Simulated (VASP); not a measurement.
# WF (R3m) in VASP: further runs, part 2 of 2

VASP 6.6.1.

## (3) Band structure, PBE

POSCAR reads:

```
WF
1.0
    1.3658900000      0.7886000000      5.0696000000
   -1.3658900000      0.7886000000      5.0696000000
    0.0000000000     -1.5771900000      5.0696000000
W F
1 1
Direct
    0.8141200000      0.8141200000      0.8141200000
    0.9371200000      0.9371200000      0.9371200000
```

INCAR.step1 reads:

```
SYSTEM = WF
  PREC = Accurate
  ENCUT = 520
  EDIFF = 1E-6
  ISMEAR = -1
  SIGMA = 0.05
  LREAL = .FALSE.
  LASPH = .TRUE.
  NELM = 60
  ALGO = Normal
  ISIF = 2
  LWAVE = .FALSE.
  LCHARG = .TRUE.
  LMAXMIX = 4
  GGA = PE
  NBANDS = 18
```

KPOINTS.step1 reads:

```
Automatic mesh
0
G
  11 11 11
  0 0 0
```

INCAR.step2 reads:

```
SYSTEM = WF
  PREC = Accurate
  ENCUT = 520
  EDIFF = 1E-6
  ISMEAR = 0
  SIGMA = 0.05
  LREAL = .FALSE.
  LASPH = .TRUE.
  NELM = 60
  ALGO = Normal
  ISIF = 2
  LWAVE = .FALSE.
  LCHARG = .FALSE.
  LMAXMIX = 4
  GGA = PE
  NBANDS = 18
  ICHARG = 11
```

KPOINTS.step2 reads:

```
path GLB1,BZGX,QFP1Z,LP
15
line-mode
reciprocal
 0.0000000000  0.0000000000  0.0000000000  G
 0.5000000000  0.0000000000  0.0000000000  L

 0.5000000000  0.0000000000  0.0000000000  L
 0.5000000000  0.1827980402 -0.1827980402  B1

 0.8172019598  0.5000000000  0.1827980402  B
 0.5000000000  0.5000000000  0.5000000000  Z

 0.5000000000  0.5000000000  0.5000000000  Z
 0.0000000000  0.0000000000  0.0000000000  G

 0.0000000000  0.0000000000  0.0000000000  G
 0.3413990201  0.0000000000 -0.3413990201  X

 0.6586009799  0.3413990201  0.0000000000  Q
 0.5000000000  0.5000000000  0.0000000000  F

 0.5000000000  0.5000000000  0.0000000000  F
 0.6586009799  0.6586009799  0.1827980402  P1

 0.6586009799  0.6586009799  0.1827980402  P1
 0.5000000000  0.5000000000  0.5000000000  Z

 0.5000000000  0.0000000000  0.0000000000  L
 0.8172019598  0.3413990201  0.3413990201  P
```

Potentials or basis: VASP PAW PBE potentials, release 64 (W_sv, F).

Started as:

```
$ cat potpaw_PBE.64/W_sv/POTCAR potpaw_PBE.64/F/POTCAR > POTCAR
$ cp INCAR.step1 INCAR
$ cp KPOINTS.step1 KPOINTS
$ mpirun -np 1 vasp_std > vasp.out
$ cp INCAR.step2 INCAR
$ cp KPOINTS.step2 KPOINTS
$ mpirun -np 1 vasp_std > vasp.out
```

OUTCAR:

```text
SYSTEM = WF
   PREC = Accurate
   ENCUT = 520
   EDIFF = 1E-6
   ISMEAR = 0
   LREAL = .FALSE.
   LASPH = .TRUE.
   NELM = 60
   ISIF = 2
   GGA = PE
   ICHARG = 11

 ion  position               nearest neighbor table
   1  0.814  0.814  0.814-   2 1.87
   2  0.937  0.937  0.937-   1 1.87

  LATTYP: Found a trigonal (rhomboedric) cell.
 ALAT       =     5.3092739251
 COS(alpha) =     0.8676295086

  Lattice vectors:

 A1 = (   1.3658900000,   0.7886000000,   5.0696000000)
 A2 = (  -1.3658900000,   0.7886000000,   5.0696000000)
 A3 = (   0.0000000000,  -1.5771900000,   5.0696000000)

Analysis of symmetry for initial positions (statically):
=====================================================================
 Subroutine PRICEL returns:
 Original cell was already a primitive cell.

 Routine SETGRP: Setting up the symmetry group for a
 trigonal (rhombohedral) supercell.

 Subroutine GETGRP returns: Found  6 space group operations
 (whereof  6 operations were pure point group operations)
 out of a pool of 12 trial point group operations.

The static configuration has the point symmetry C_3v.
[... 151 lines left out ...]
  free energy    TOTEN  =       -16.14422198 eV

  energy without entropy =      -16.14204638  energy(sigma->0) =      -16.14313418

 E-fermi :   4.5975     XC(G=0): -10.6668

 val. band max:        4.5894421079   @ k =   0.3414   0.0000  -0.3414
 cond. band min:       4.6115432797   @ k =   0.5000   0.1697  -0.1697
 fundamental gap:      0.0221011718
 Fermi energy:         4.5975266584

 k-point     1 :       0.0000    0.0000    0.0000
  band No.  band energies     occupation
      1     -69.5365      2.00000
      2     -34.2374      2.00000
      3     -32.9221      2.00000
      4     -32.9221      2.00000
      5     -19.5609      2.00000
      6      -2.0653      2.00000
[... 481 lines left out ...]
      5     -19.0375      2.00000
      6      -1.8114      2.00000
[... 10 lines left out ...]
     17      18.2474      0.00000
     18      19.6942      0.00000

 [... further k-points ...]

------------------------ aborting loop because EDIFF is reached ----------------------------------------

  FORCE on cell =-STRESS in cart. coord.  units (eV):
  Direction    XX          YY          ZZ          XY          YZ          ZX
  --------------------------------------------------------------------------------------
  -------------------------------------------------------------------------------------
  Total        0.7381618      0.7381612      4.2754302      0.0000000      0.0000028     -0.0000000
  in kB       36.0966202     36.0965934    209.0714828      0.0000000      0.0001375     -0.0000000
  external PRESSURE =      93.7548988 kB  Pullay stress =       0.0000000 kB

 VOLUME and BASIS-vectors are now :
 -----------------------------------------------------------------------------
  energy-cutoff  :      520.00
  volume of cell :       32.76
      direct lattice vectors                 reciprocal lattice vectors
     1.365890000  0.788600000  5.069600000     0.366061689  0.211345893  0.065751268
    -1.365890000  0.788600000  5.069600000    -0.366061689  0.211345893  0.065751268
     0.000000000 -1.577190000  5.069600000     0.000000000 -0.422691786  0.065751685

 POSITION                                       TOTAL-FORCE (eV/Angst)
 -----------------------------------------------------------------------------------
      0.00000      0.00001     12.38179         0.000000     -0.000000     -0.213457
      0.00000      0.00001     14.25247         0.000000      0.000000      0.213457
 -----------------------------------------------------------------------------------
    total drift:                                0.000000      0.000016      0.098978

  FREE ENERGIE OF THE ION-ELECTRON SYSTEM (eV)
  ---------------------------------------------------
  free  energy   TOTEN  =       -16.1442219764 eV

  energy  without entropy=      -16.1420463769  energy(sigma->0) =      -16.14313418
```

OSZICAR.step1:

```text
N       E                     dE             d eps       ncg     rms          rms(c)
DAV:   1     0.192535884500E+03    0.19254E+03   -0.12690E+04  5280   0.122E+03
DAV:   2    -0.105299756698E+02   -0.20307E+03   -0.19781E+03  5980   0.374E+02
DAV:   3    -0.171163741247E+02   -0.65864E+01   -0.65491E+01  5928   0.687E+01
DAV:   4    -0.171704682434E+02   -0.54094E-01   -0.54086E-01  6010   0.670E+00
DAV:   5    -0.171711754437E+02   -0.70720E-03   -0.70719E-03  5764   0.705E-01    0.217E+01
DAV:   6    -0.160225959800E+02    0.11486E+01   -0.30028E+00  6016   0.178E+01    0.901E+00
DAV:   7    -0.158866417656E+02    0.13595E+00   -0.64692E-01  5848   0.666E+00    0.436E+00
DAV:   8    -0.158399561059E+02    0.46686E-01   -0.12357E-01  6062   0.366E+00    0.482E-01
DAV:   9    -0.158397398631E+02    0.21624E-03   -0.87659E-03  5584   0.919E-01    0.206E-01
DAV:  10    -0.158399363048E+02   -0.19644E-03   -0.45698E-04  5758   0.187E-01    0.372E-02
DAV:  11    -0.158399821503E+02   -0.45845E-04   -0.10962E-04  6094   0.912E-02    0.282E-02
DAV:  12    -0.158399886907E+02   -0.65404E-05   -0.22735E-05  5598   0.427E-02    0.158E-02
DAV:  13    -0.158399868346E+02    0.18561E-05   -0.35567E-06  6144   0.188E-02    0.420E-03
DAV:  14    -0.158399869471E+02   -0.11243E-06   -0.78864E-07  4154   0.713E-03
   1 F= -.15839987E+02 E0= -.15834925E+02  d E =-.101241E-01
```

Run time: 2.4 min. Hardware: 1 thread of Intel Xeon 6975P-C (Granite Rapids), shared host; peak memory 0.28 GiB.

Results:

| Property | Result |
| --- | --- |
| Band gap along the path | none (metal or under the smearing width) |

Levels at the corners of the path, in eV from the Fermi level:
| point | band 7 | band 8 | band 9 | band 10 | band 11 | band 12 | band 13 | band 14 |
| --- | --- | --- | --- | --- | --- | --- | --- | --- |
| Γ | -6.54 | -4.02 | -4.02 | -0.29 | -0.17 | -0.17 | 3.67 | 3.67 |
| L | -6.15 | -4.62 | -4.53 | -1.61 | 2.59 | 3.29 | 3.98 | 6.03 |
| L | -6.15 | -4.62 | -4.53 | -1.61 | 2.59 | 3.29 | 3.98 | 6.03 |
| B1 | -6.06 | -5.79 | -1.30 | -0.88 | -0.05 | 0.07 | 4.03 | 8.36 |
| B | -6.06 | -5.79 | -1.30 | -0.88 | -0.05 | 0.07 | 4.03 | 8.36 |
| Z | -6.29 | -4.01 | -4.01 | -0.17 | -0.17 | 0.94 | 3.63 | 3.63 |
| Z | -6.29 | -4.01 | -4.01 | -0.17 | -0.17 | 0.94 | 3.63 | 3.63 |
| Γ | -6.54 | -4.02 | -4.02 | -0.29 | -0.17 | -0.17 | 3.67 | 3.67 |
| Γ | -6.54 | -4.02 | -4.02 | -0.29 | -0.17 | -0.17 | 3.67 | 3.67 |
| X | -6.04 | -5.85 | -1.19 | -0.92 | -0.02 | -0.01 | 4.00 | 8.31 |
| Q | -6.04 | -5.85 | -1.19 | -0.92 | -0.02 | -0.01 | 4.00 | 8.31 |
| F | -6.28 | -4.61 | -4.50 | -1.36 | 2.49 | 3.47 | 4.13 | 6.03 |
| F | -6.28 | -4.61 | -4.50 | -1.36 | 2.49 | 3.47 | 4.13 | 6.03 |
| P1 | -6.25 | -4.60 | -4.50 | -1.41 | 2.52 | 3.53 | 3.89 | 5.97 |
| P1 | -6.25 | -4.60 | -4.50 | -1.41 | 2.52 | 3.53 | 3.89 | 5.97 |
| Z | -6.29 | -4.01 | -4.01 | -0.17 | -0.17 | 0.94 | 3.63 | 3.63 |
| L | -6.15 | -4.62 | -4.53 | -1.61 | 2.59 | 3.29 | 3.98 | 6.03 |
| P | -6.25 | -4.60 | -4.50 | -1.41 | 2.52 | 3.53 | 3.89 | 5.97 |

Caveat: the log is that of the step along the path at fixed density, whose energy, stress, charges and moments have no meaning; spin-orbit coupling is left out, which moves the levels of the heavy elements; an odd number of electrons without spin polarisation forces a metal; a magnetic or distorted state may lie lower.

## (4) Band structure, PBEsol

POSCAR is that of step 3.

Edit INCAR.step1 of step 3 so:

```diff
@@ -14,3 +14,3 @@
   LMAXMIX = 4
-  GGA = PE
+  GGA = PS
   NBANDS = 18
```

KPOINTS.step1 is that of step 3.

Edit INCAR.step2 of step 3 so:

```diff
@@ -14,3 +14,3 @@
   LMAXMIX = 4
-  GGA = PE
+  GGA = PS
   NBANDS = 18
```

KPOINTS.step2 is that of step 3.

Started as:

```
$ cat potpaw_PBE.64/W_sv/POTCAR potpaw_PBE.64/F/POTCAR > POTCAR
$ cp INCAR.step1 INCAR
$ cp KPOINTS.step1 KPOINTS
$ mpirun -np 1 vasp_std > vasp.out
$ cp INCAR.step2 INCAR
$ cp KPOINTS.step2 KPOINTS
$ mpirun -np 1 vasp_std > vasp.out
```

Wall time 2.3 min (1 thread of Intel Xeon 6975P-C (Granite Rapids), shared host); peak memory 0.28 GiB.

Results (log left out):

```yaml
Band_gap_along_the_path: none (metal or under the smearing width)
```

Levels at the corners of the path, in eV from the Fermi level:
```tsv
point	band 6	band 7	band 8	band 9	band 10	band 11	band 12	band 13	band 14	band 15
Γ	-6.67	-6.53	-3.98	-3.98	-0.33	-0.17	-0.17	3.68	3.68	5.95
L	-6.78	-6.13	-4.61	-4.50	-1.60	2.60	3.26	3.99	6.05	9.60
L	-6.78	-6.13	-4.61	-4.50	-1.60	2.60	3.26	3.99	6.05	9.60
B1	-6.18	-6.06	-5.78	-1.28	-0.86	-0.04	0.08	4.01	8.31	10.45
B	-6.18	-6.06	-5.78	-1.28	-0.86	-0.04	0.08	4.01	8.31	10.45
Z	-7.44	-6.28	-3.97	-3.97	-0.17	-0.17	0.91	3.64	3.64	5.48
Z	-7.44	-6.28	-3.97	-3.97	-0.17	-0.17	0.91	3.64	3.64	5.48
Γ	-6.67	-6.53	-3.98	-3.98	-0.33	-0.17	-0.17	3.68	3.68	5.95
Γ	-6.67	-6.53	-3.98	-3.98	-0.33	-0.17	-0.17	3.68	3.68	5.95
X	-6.14	-6.04	-5.84	-1.17	-0.90	-0.02	0.00	3.99	8.26	10.70
Q	-6.14	-6.04	-5.84	-1.17	-0.90	-0.02	0.00	3.99	8.26	10.70
F	-6.85	-6.27	-4.61	-4.47	-1.35	2.49	3.46	4.13	6.05	9.16
F	-6.85	-6.27	-4.61	-4.47	-1.35	2.49	3.46	4.13	6.05	9.16
P1	-6.83	-6.24	-4.60	-4.47	-1.40	2.53	3.53	3.88	5.99	9.33
P1	-6.83	-6.24	-4.60	-4.47	-1.40	2.53	3.53	3.88	5.99	9.33
Z	-7.44	-6.28	-3.97	-3.97	-0.17	-0.17	0.91	3.64	3.64	5.48
L	-6.78	-6.13	-4.61	-4.50	-1.60	2.60	3.26	3.99	6.05	9.60
P	-6.83	-6.24	-4.60	-4.47	-1.40	2.53	3.53	3.88	5.99	9.33
```

Caveat: the log is that of the step along the path at fixed density, whose energy, stress, charges and moments have no meaning; the PAW data sets were made with another functional, which shifts forces and pressure a little; spin-orbit coupling is left out, which moves the levels of the heavy elements; an odd number of electrons without spin polarisation forces a metal; a magnetic or distorted state may lie lower.
